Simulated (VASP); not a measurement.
These are PBE GGA, VASP's PBE PAW potentials (set 64) (plane waves; VASP) values and carry that method's errors.

The input files of a VASP run:

KPOINTS:
```
kpoints
0
G
  11 11 6
0 0 0
```

POSCAR:
```
Tm
1
    1.8054000000    -3.1270450000     0.0000000000
    1.8054000000     3.1270450000     0.0000000000
    0.0000000000     0.0000000000     5.6610000000
Tm
2
Direct
  0.3333330000   0.6666670000   0.2500000000
  0.6666670000   0.3333330000   0.7500000000
```

### INCAR
```
ALGO = Normal
EDIFF = 1E-6
ENCUT = 400
GGA = PE
ISIF = 2
ISMEAR = 1
LASPH = T
LCHARG = F
LMAXMIX = 6
LREAL = F
LWAVE = F
NELM = 100
PREC = Accurate
SIGMA = 0.1
SYSTEM = Tm
```

POTCAR, in this order: Tm_3 (PBE.64 set). Program: vasp_std.

The resulting files:

### OSZICAR
```
       N       E                     dE             d eps       ncg     rms          rms(c)
DAV:   1     0.516436588198E+02    0.51644E+02   -0.74857E+03  1672   0.108E+03
DAV:   2    -0.529082210529E+01   -0.56934E+02   -0.55923E+02  1755   0.342E+02
DAV:   3    -0.885394715418E+01   -0.35631E+01   -0.33116E+01  2715   0.527E+01
DAV:   4    -0.893555403636E+01   -0.81607E-01   -0.79526E-01  2626   0.707E+00
DAV:   5    -0.893664783136E+01   -0.10938E-02   -0.10934E-02  2375   0.768E-01    0.226E+01
DAV:   6    -0.892409407938E+01    0.12554E-01   -0.37396E-02  2571   0.224E+00    0.134E+01
DAV:   7    -0.893284226101E+01   -0.87482E-02   -0.67099E-02  2499   0.293E+00    0.366E-01
DAV:   8    -0.893254938177E+01    0.29288E-03   -0.39553E-03  2172   0.559E-01    0.774E-02
DAV:   9    -0.893257238468E+01   -0.23003E-04   -0.27972E-04  2712   0.174E-01    0.316E-02
DAV:  10    -0.893256454411E+01    0.78406E-05   -0.33988E-05  2399   0.526E-02    0.414E-02
DAV:  11    -0.893256527455E+01   -0.73045E-06   -0.36333E-06  1889   0.182E-02
   1 F= -.89325653E+01 E0= -.89336078E+01  d E =0.312744E-02
```

File OUTCAR:
```
------------------------ aborting loop because EDIFF is reached ----------------------------------------
  FORCE on cell =-STRESS in cart. coord.  units (eV):
  Direction    XX          YY          ZZ          XY          YZ          ZX
  --------------------------------------------------------------------------------------
  Total       -0.8152228     -0.8152231     -1.0042286      0.0000000     -0.0000000     -0.0000000
  in kB      -20.4341325    -20.4341387    -25.1716944      0.0000000     -0.0000000     -0.0000000
  external PRESSURE =     -22.0133219 kB  Pullay stress =       0.0000000 kB
  volume of cell :       63.92
      direct lattice vectors                 reciprocal lattice vectors
     1.805400000 -3.127045000  0.000000000     0.276946937 -0.159895364  0.000000000
     1.805400000  3.127045000  0.000000000     0.276946937  0.159895364  0.000000000
     0.000000000  0.000000000  5.661000000     0.000000000  0.000000000  0.176647235
 POSITION                                       TOTAL-FORCE (eV/Angst)
 -----------------------------------------------------------------------------------
      1.80540      1.04235      1.41525        -0.000000     -0.000000      0.000000
      1.80540     -1.04235      4.24575         0.000000      0.000000      0.000000
 -----------------------------------------------------------------------------------
    total drift:                               -0.000002      0.000074     -0.000012
  FREE ENERGIE OF THE ION-ELECTRON SYSTEM (eV)
  ---------------------------------------------------
  free  energy   TOTEN  =        -8.9325652746 eV

  energy  without entropy=       -8.9356927120  energy(sigma->0) =       -8.93360775
```
(Selected blocks of OUTCAR.)

The 4f electrons are frozen in the core of the lanthanide potential, so 4f levels, which can set the real gap, and their magnetism are missing.

The compound is Tm in the hcp structure. The cell was not relaxed at this level.
